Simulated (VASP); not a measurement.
Data:

```yaml
crystal:
  lattice:
    - [4.34154, 0.00000, 0.00000]
    - [-2.17077, 3.75989, 0.00000]
    - [0.00000, 0.00000, 7.11957]
  atoms:
    - { symbol: Y, position: [0.00000, 0.00000, 0.00000] }
    - { symbol: Y, position: [0.00000, 0.00000, 0.50000] }
    - { symbol: Zn, position: [0.66667, 0.33333, 0.25000] }
    - { symbol: Zn, position: [0.33333, 0.66667, 0.75000] }
    - { symbol: Ga, position: [0.66667, 0.33333, 0.75000] }
    - { symbol: Ga, position: [0.33333, 0.66667, 0.25000] }
```

Calculation: PBEsol GGA, VASP's PBE PAW potentials (set 64) (plane waves; VASP). Numerical set-up: 400 eV cut-off, Gaussian smearing of 0.050 eV, potentials Y_sv Zn Ga_d.

Question: What does the run give for the band gap (along the path) with the smallest direct gap where there is one?

Answer: 
```json
{
  "band gap (along the path)": "none (metal, semimetal or under 0.01 eV)"
}
```

Total energies compare only between runs with the same potentials, cut-off and functional.

The structure comes from a computed database's YZnGa entry (P6_3/mmc); how it stands against other phases isn't given here. It was relaxed first.
